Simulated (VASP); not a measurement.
Here is the system:

```
CELL_PARAMETERS angstrom
      3.58794     0.00000     0.00000
      0.00000     3.58794     0.00000
      0.00000     0.00000     3.58794
ATOMIC_POSITIONS crystal
  Si 0.00000 0.00000 0.00000
  Ni 0.00000 0.50000 0.50000
  Ni 0.50000 0.00000 0.50000
  Ni 0.50000 0.50000 0.00000
```

All values below come from vdW-DF2, VASP's PBE PAW potentials (set 64) (plane waves; VASP). Settings: 520 eV cut-off, 9×9×9 Γ-centred mesh, first-order Methfessel-Paxton smearing of 0.10 eV, potentials Si Ni.

Give the energy at these volumes per atom, relative to the lowest: 10.87, 11.22, 11.56, 11.91, 12.26 Å³.

23.1, 5.1, 0.0, 5.5, 20.0 meV/atom. A third-order Birch-Murnaghan fit gives B0 = 165 GPa and B0′ = 5.1.

Measured: a 3.510 Å (computed value off by +2.2 %), as given by Metallic Nickel Silicides: Experiments and Theory for NiSi and First Principles Calculations for Other Phases, …. The calculation is for a static lattice, while the measured a holds thermal and zero-point effects, which are part of the difference.

The compound is Ni3Si in the L1_2 structure. It was relaxed first, which changed the volume by +7 %. The run is not spin-polarised, so no magnetic state was tried.
